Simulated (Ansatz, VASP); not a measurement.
# LaGaO3 in two plane-wave programs

One calculation is typed for both programs; each brings its own data sets. How far apart do they land? The cell is taken from a series of runs on this material, whose earlier steps may have relaxed, scaled, displaced or heated it; both programs get it as it stands.

Main program and level: Ansatz 0.2.0; plane waves, with VASP 6.6.1 beside it; dielectric response at LDA.

### 1. The starting structure

Symmetry: R-3c, No. 167, trigonal system. The conventional cell has a = 5.543 Å, b = 5.543 Å, c = 13.433 Å, α = 90.00°, β = 90.00°, γ = 120.00°. Nearest to La lie 12 O at 2.47 to 3.08 Å. Ga has 6 O at 1.98 Å nearest. O has 2 Ga at 1.98 Å and 4 La at 2.47 to 3.08 Å nearest. Farther neighbours and most contacts between anions are not listed.

### 2. Ansatz: dielectric response, LDA

Ansatz runs on its default PAW (the set named soft_2) files.

The response to a field tests empty states and converges slowly with the mesh.

input.yaml

```yaml
crystal:
  lattice:
    - [2.77145, 1.6000974035, 4.4776]
    - [-2.77145, 1.6000974035, 4.4776]
    - [0.0, -3.2001948071, 4.4776]
  atoms:
    - { symbol: La, position: [0.25, 0.25, 0.25] }
    - { symbol: La, position: [0.75, 0.75, 0.75] }
    - { symbol: Ga, position: [0.0, 0.0, 0.0] }
    - { symbol: Ga, position: [0.5, 0.5, 0.5] }
    - { symbol: O, position: [0.8048, 0.6952, 0.25] }
    - { symbol: O, position: [0.25, 0.8048, 0.6952] }
    - { symbol: O, position: [0.6952, 0.25, 0.8048] }
    - { symbol: O, position: [0.1952, 0.3048, 0.75] }
    - { symbol: O, position: [0.75, 0.1952, 0.3048] }
    - { symbol: O, position: [0.3048, 0.75, 0.1952] }
kpoints:
  mp_grid: { grid: [6, 6, 6] }
hamiltonian:
  xc: lda
scf:
  occupations: { method: fixed }
dielectric: {}
```

The run is started by

```console
$ ansatz run input.yaml --threads 3 --pin off --max-ram 92160MiB --backend cuda --events-out ev --progress --plain --runs-dir out --devices 1 --max-vram 13GiB
```

Numbers of over 12 decimals in the logs are rounded to 6 here.

The program printed:

```text
GPUs: using 1 of 1 available (devices: 1).
Engine: ansatz 0.2.0, x86_64-unknown-linux-gnu
Pseudopotentials: kind: paw
Pseudopotential: La, paw, valence charge 11, recommended cutoff 420 eV (normal), La.paw.azcp
Pseudopotential: Ga, paw, valence charge 13, recommended cutoff 420 eV (normal), Ga.paw.azcp
Pseudopotential: O, paw, valence charge 6, recommended cutoff 420 eV (normal), O.paw.azcp
Functional definition: SPW92
  exchange = slater_x
  correlation = pw_c
device memory: the entry about to start is reckoned to put 3.0 GiB on a device that reports 22.6 GiB free (of which the cap on the GPU budget leaves the run 13.0 GiB)
GPU FFT provider: cuFFT
GPU libraries: cuBLAS 13.8.2, cuFFT 12.4.0, cuSOLVER 12.3.4
Crystal: 10 atoms, lattice volume = 119.138 Å³
Basis set: ecut = 420 eV, 2319 PW (Γ), exchange–correlation on 80×80×80 points (8 copies of the dense FFT grid, shifted against one another)
Bands: 52, of which v1, the nominal top of the filled ones, is band 42 counted from 1 (41 counted from 0)
Symmetry: 12 space group operations
k-points: 68 of 216 (irreducible under 2 space group operations, time reversal used)
Non-local potential: La, projectors of the file, l = 0: 3, l = 1: 2, l = 2: 2, l = 3: 3
Non-local potential: Ga, projectors of the file, l = 0: 2, l = 1: 2, l = 2: 3, l = 3: 1
Non-local potential: O, projectors of the file, l = 0: 2, l = 1: 2, l = 2: 1
PAW form: soft (Blöchl's): semilocal exchange-correlation on the pseudo side does not see the compensation charge
PAW frozen core: La, regenerated for the run's functional, and the local potential with it (the file was generated under x = pbe(κ = 0.804, μ = 0.219515), c = pbe(β = 0.066725))
PAW frozen core: Ga, regenerated for the run's functional, and the local potential with it (the file was generated under x = pbe(κ = 0.804, μ = 0.219515), c = pbe(β = 0.066725))
PAW frozen core: O, regenerated for the run's functional, and the local potential with it (the file was generated under x = pbe(κ = 0.804, μ = 0.219515), c = pbe(β = 0.066725))
PAW one-centre angular grid: La, 590 points (default); XC on 64 Gauss nodes
PAW one-centre angular grid: Ga, 590 points (default); XC on 64 Gauss nodes
PAW one-centre angular grid: O, 110 points (default); XC on 64 Gauss nodes
Initial density: superposition of atomic densities (neutral atoms: chi_scale 0, normalization atom), corrected by the library's trained network
Initial wavefunctions: pseudopotential atomic-orbital guess
GPU buffer pool allocated for 64000 grid points (all kernels)
GPU transforms: local potential and band sums: pruned to the plane-wave sphere, on 40×40×40
Functional: x = slater, c = lda
SCF iter   1: F=—  HF=-22910.690482 eV  |F-HF|=—  |Δ(HF+E_count)|=         —  Δρ=1.97e-2  dr2=4.17e-1  ethr=1.77e-3  ⟨swp⟩=3.2  Hψ=12540  notcnv=0  defer=169
preconditioner: auto → Resta (q_TF=auto, 2.574 Å⁻¹)  ε∞=6.0  [insulator: Δε(μ)=3.322 eV  Ē_g=13.977 eV  n_scr=26 (ndim 8)  ℏωp=31.2 eV  f_vac=0.000  ε∞_Penn≈6.0]
SCF iter   2: F=—  HF=-22910.590445 eV  |F-HF|=—  |Δ(HF+E_count)|=   1.00e-1  Δρ=5.25e-3  dr2=1.12e-2  ethr=4.97e-4  ⟨swp⟩=2.9  Hψ=7444  notcnv=0  defer=434
SCF iter   3: F=—  HF=-22910.587665 eV  |F-HF|=—  |Δ(HF+E_count)|=   2.78e-3  Δρ=2.31e-3  dr2=3.17e-3  ethr=1.33e-5  ⟨swp⟩=3.0  Hψ=6585  notcnv=0  defer=531
SCF iter   4: F=—  HF=-22910.587052 eV  |F-HF|=—  |Δ(HF+E_count)|=   6.13e-4  Δρ=6.62e-4  dr2=2.10e-4  ethr=3.77e-6  ⟨swp⟩=2.2  Hψ=5490  notcnv=0  defer=541
SCF iter   5: F=—  HF=-22910.586792 eV  |F-HF|=—  |Δ(HF+E_count)|=   2.61e-4  Δρ=1.32e-4  dr2=1.29e-5  ethr=2.50e-7  ⟨swp⟩=2.3  Hψ=6138  notcnv=0  defer=240
SCF iter   6: F=—  HF=-22910.586889 eV  |F-HF|=—  |Δ(HF+E_count)|=   9.75e-5  Δρ=2.36e-5  dr2=5.09e-7  ethr=1.53e-8  ⟨swp⟩=2.9  Hψ=6615  notcnv=0  defer=125
SCF iter   7: F=—  HF=-22910.586889 eV  |F-HF|=—  |Δ(HF+E_count)|=   4.85e-9  Δρ=4.90e-6  dr2=2.13e-8  ethr=6.06e-10  ⟨swp⟩=2.0  Hψ=5537  notcnv=0  defer=126
SCF iter   8: F=—  HF=-22910.586889 eV  |F-HF|=—  |Δ(HF+E_count)|=   3.34e-9  Δρ=8.14e-7  dr2=7.68e-10  ethr=2.53e-11  ⟨swp⟩=2.2  Hψ=5047  notcnv=0  defer=128
SCF iter   9: F=-22910.586889 eV  HF=-22910.586889 eV  |F-HF|=1.09e-11  |Δ(HF+E_count)|=  2.55e-11  Δρ=1.76e-7  dr2=3.75e-11  ethr=1.00e-12  ⟨swp⟩=10.2  Hψ=14004  notcnv=0
SCF 1 converged in 9 iterations: F = -22910.586889 eV  dr2 = 3.75e-11
  greatest PAW one-centre occupation: 0.998 electrons in one spin orbital (limit 2), on the Ga atom at site 2 (counted from 0), in its partial waves of l = 2
the response reads at least the filled bands of the reference SCF and the lowest empty band at each k-point, and that SCF's band table does not vouch for those bands. The notice of the band table in this run's record says why
device memory: the entry about to start is reckoned to put 0.8 GiB on a device that reports 21.4 GiB free (of which the cap on the GPU budget leaves the run 12.9 GiB)
NSCF: frozen V_eff on 1 k-points
device memory: the entry about to start is reckoned to put 0.8 GiB on a device that reports 21.4 GiB free (of which the cap on the GPU budget leaves the run 12.9 GiB)
NSCF: frozen V_eff on 1 k-points
device memory: the entry about to start is reckoned to put 0.8 GiB on a device that reports 21.4 GiB free (of which the cap on the GPU budget leaves the run 12.9 GiB)
NSCF: frozen V_eff on 1 k-points
device memory: the entry about to start is reckoned to put 0.8 GiB on a device that reports 21.4 GiB free (of which the cap on the GPU budget leaves the run 12.9 GiB)
NSCF: frozen V_eff on 1 k-points
device memory: the entry about to start is reckoned to put 0.8 GiB on a device that reports 21.4 GiB free (of which the cap on the GPU budget leaves the run 12.9 GiB)
NSCF: frozen V_eff on 1 k-points
device memory: the entry about to start is reckoned to put 0.1 GiB (of the 0.2 GiB reckoned in all, the device holds 0.1 GiB already) on a device that reports 21.4 GiB free (of which the cap on the GPU budget leaves the run 12.9 GiB)
device memory: the entry about to start is reckoned to put 2.4 GiB (of the 2.6 GiB reckoned in all, the device holds 0.1 GiB already) on a device that reports 21.4 GiB free (of which the cap on the GPU budget leaves the run 12.9 GiB)
DFPT response loops at Γ: preconditioner auto → none (the input reference at scf.mixing.eps_inf says where Resta's filter doesn't serve); β = 0.50; Broyden in place of MSR1
SCF converged after 9 iterations
Free energy (F): -22910.586889 eV
Harris-Foulkes:  -22910.586889 eV  (|F-HF|=1.09e-11)
Internal energy: -22910.586889 eV  (E = F + TS)
E sigma→0 (E₀):  -22910.586889 eV
Fermi energy:    10.735074 eV
--- Per-component energies (eV) ---
  E_band       = 91.095280
  E_kinetic    = 1664.275405
  E_local      = -5973.314798  (includes V_loc(G=0)·N_el)
  E_nonlocal   = 1370.857450
  E_hartree    = 2611.182124
  E_xc         = -849.336130
  E_vxc        = -972.359426  (∫ρ·V_xc dr)
  E_paw        = -15218.525096  (= ΣΔE_a)
  E_vpaw       = -1220.742399  (= ΣTr[D̂ρ^β])
  E_aug_tail   = 0.014585  (compensation charges beyond the density's cutoff)
  E_ewald      = -6520.424351
  E_core_change = 4.683921  (= ΣΔE_core)
  E_smearing   = -0.000000  (= −TS)
  E_closure    = -0.000000  (closes the sum)
  Σ components = -22910.586889   (vs F -22910.586889, Δ=0.00e0)
--- Band table (eV; the first three rows and the last of 68) ---
  k-point 0: bands = [... 38 lower, 10.4500, 10.5415, 10.5415, 10.5858, 14.2340, 14.8577, 14.8577, 15.2060, ... 6 higher]
  k-point 1: bands = [... 38 lower, 10.3728, 10.4406, 10.5029, 10.5631, 14.6371, 14.9393, 14.9612, 15.1887, ... 6 higher]
  k-point 2: bands = [... 38 lower, 10.3253, 10.3559, 10.5613, 10.5668, 15.0753, 15.0973, 15.1572, 15.1651, ... 6 higher]
  k-point 67: bands = [... 38 lower, 10.2058, 10.2058, 10.2058, 10.2058, 15.2007, 15.2007, 15.2173, 15.2173, ... 6 higher]
--- Dielectric response (ions clamped): 2 representative field directions + reference, on 68 of 216 k-points (Σ response iterations 17) ---
  k mesh reduced under 2 symmetry operations, with k and −k counted as one. Each operation leaves every solved perturbation unchanged. A smaller set is not considered because the run solves the response to a homogeneous field
  ε∞ (high-frequency dielectric tensor):
        5.213008     0.000000     0.000000
        0.000000     5.213008     0.000000
        0.000000     0.000000     5.016650
  Born effective charges Z* (e; rows j = field, columns β = displacement):
    site 0:
         4.44194    0.00000    0.00000
        -0.00000    4.44194    0.00000
         0.00000    0.00000    4.06776
    site 1:
         4.44194    0.00000    0.00000
        -0.00000    4.44194    0.00000
         0.00000    0.00000    4.06776
    site 2:
         3.38182   -0.10225   -0.00000
         0.10225    3.38182    0.00000
         0.00000    0.00000    3.27254
    site 3:
         3.38182    0.10225    0.00000
        -0.10225    3.38182    0.00000
        -0.00000    0.00000    3.27254
    site 4:
        -2.55401   -0.00000   -0.00000
        -0.00000   -2.66183   -0.23123
        -0.00000   -0.23858   -2.44677
    site 5:
        -2.63487   -0.04668    0.20025
        -0.04668   -2.58097    0.11562
         0.20662    0.11929   -2.44677
    site 6:
        -2.63487    0.04668   -0.20025
         0.04668   -2.58097    0.11562
        -0.20662    0.11929   -2.44677
    site 7:
        -2.55401   -0.00000   -0.00000
        -0.00000   -2.66183   -0.23123
        -0.00000   -0.23858   -2.44677
    site 8:
        -2.63487   -0.04668    0.20025
        -0.04668   -2.58097    0.11562
         0.20662    0.11929   -2.44677
    site 9:
        -2.63487    0.04668   -0.20025
         0.04668   -2.58097    0.11562
        -0.20662    0.11929   -2.44677
  Z* charge neutrality: 2.076e-6 e pre-enforcement
  k-mesh period / interband length: 33.0 Å / 1.57 Å = 21.08 at k = (0.0000, 0.0000, 0.0000), direct gap 3.648 eV — 14 or more, which is no proof of convergence
```

The column dr2 measures how far the density is from self-consistency, as an energy; F and HF (Harris–Foulkes) agree once it is small.

[end of part 1 of 2]

[Lines on the potential files, build, host, timing and source positions are cut from VASP's logs without a mark.]

[Logs are printed without paths, hosts, clocks, repeated set-up lines and the standing remarks that a program may print on its own settings, such as how far it seeks lower states.]

[Hosts, paths, dates, database ids (printed as entryN), source tags and the programs' standing remarks are cut or masked in the printed files.]
